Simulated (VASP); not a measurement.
## Ga3F: single point with PBE

Ga3F:

```
Ga F
1.0
     0.00000    3.24755    3.24755
     3.24755    0.00000    3.24755
     3.24755    3.24755    0.00000
Ga F
3 1
Cartesian
  1.6238 1.6238 1.6238
  4.8713 4.8713 4.8713
  0.0000 0.0000 0.0000
  3.2475 3.2475 3.2475
```

The cell was built by a generator and needn't be a form met in nature.

The cell isn't the ideal one: random cell by space group and Wyckoff sites (Fm-3m, No. 225).

```
Program             : VASP 6.6.1
Task                : single point
Functional          : PBE
Potentials or basis : VASP PAW PBE potentials, release 64 (Ga_d, F)
Cutoff              : 520 eV
k mesh              : 4 × 4 × 4
Occupations         : gaussian, width 0.1 eV
Spin                : no spin polarisation
```

```yaml
Pressure: -0.5 GPa
Band_gap_on_the_k_mesh: none (metal or under the smearing width)
```

Levels at points of the mesh, in eV from the Fermi level:
| k point | band 19 | band 20 | band 21 | band 22 | band 23 | band 24 | band 25 | band 26 | band 27 | band 28 |
| --- | --- | --- | --- | --- | --- | --- | --- | --- | --- | --- |
| (0.00, 0.00, 0.00) | -3.54 | -3.54 | -1.20 | 1.08 | 1.08 | 1.08 | 1.26 | 1.68 | 1.68 | 1.68 |
| (0.50, 0.00, 0.00) | -3.69 | -3.69 | -2.78 | -1.11 | -0.21 | -0.21 | 3.11 | 3.11 | 3.31 | 7.65 |
| (0.50, 0.50, 0.00) | -4.38 | -4.38 | -3.62 | -2.10 | -0.38 | -0.38 | 2.69 | 6.77 | 6.77 | 7.68 |

Run time: 9.2 s on 1 thread of Intel(R) Xeon(R) 6975P-C (Granite Rapids), on a shared host, peak memory 0.2 GiB.

Caveat: the k mesh is coarse (spacing up to 0.42 Å⁻¹), so the values aren't converged.
